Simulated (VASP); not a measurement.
Input of a VASP 6.6.1 run:

File POSCAR:

```
SnSe2
1.0
    3.8109987816      0.0000000000      0.0000000000
   -1.9054993908      3.3004217586      0.0000000000
    0.0000000000      0.0000000000      6.1370000000
Sn Se
1 2
Direct
    0.0000000000      0.0000000000      0.0000000000
    0.3333333333      0.6666666667      0.2500000000
    0.6666666667      0.3333333333      0.7500000000
```

The input INCAR.step1:

```
SYSTEM = SnSe2
PREC = Accurate
ENCUT = 520
ISMEAR = 0
SIGMA = 0.1
LREAL = .FALSE.
LASPH = .TRUE.
NELM = 100
NBANDS = 20
GGA = PE
ALGO = Normal
EDIFF = 1E-4
LWAVE = .TRUE.
LCHARG = .FALSE.
```

INCAR.step2

```
SYSTEM = SnSe2
PREC = Accurate
ENCUT = 520
EDIFF = 1E-6
ISMEAR = 0
SIGMA = 0.1
LREAL = .FALSE.
LASPH = .TRUE.
NELM = 100
ALGO = Normal
ISIF = 2
LWAVE = .FALSE.
LCHARG = .TRUE.
METAGGA = R2SCAN
LMIXTAU = .TRUE.
LELF = .TRUE.
LVHAR = .TRUE.
NBANDS = 20
ISTART = 1
```

Contents of KPOINTS:

```
Automatic mesh
0
G
  6 6 4
  0 0 0
```

Potentials or basis: VASP PAW PBE potentials, release 64 (Sn_d, Se).

Command:

```console
$ cat potpaw_PBE.64/Sn_d/POTCAR potpaw_PBE.64/Se/POTCAR > POTCAR
$ cp INCAR.step1 INCAR
$ mpirun -np 1 vasp_std > vasp.out
$ cp INCAR.step2 INCAR
$ mpirun -np 1 vasp_std > vasp.out
```

Q: What does it give for the pressure?

A: 3.4 GPa.

Q: Predict the largest force.

A: 0.454 eV/Å.

Stress tensor (GPa, compression positive):
```
3.02 0.00 0.00
0.00 3.02 0.00
0.00 0.00 4.18
```

Caveat: the PAW data sets were made with another functional, which shifts forces and pressure a little; the cell's inner coordinates are idealised or old, which leaves forces on the atoms.
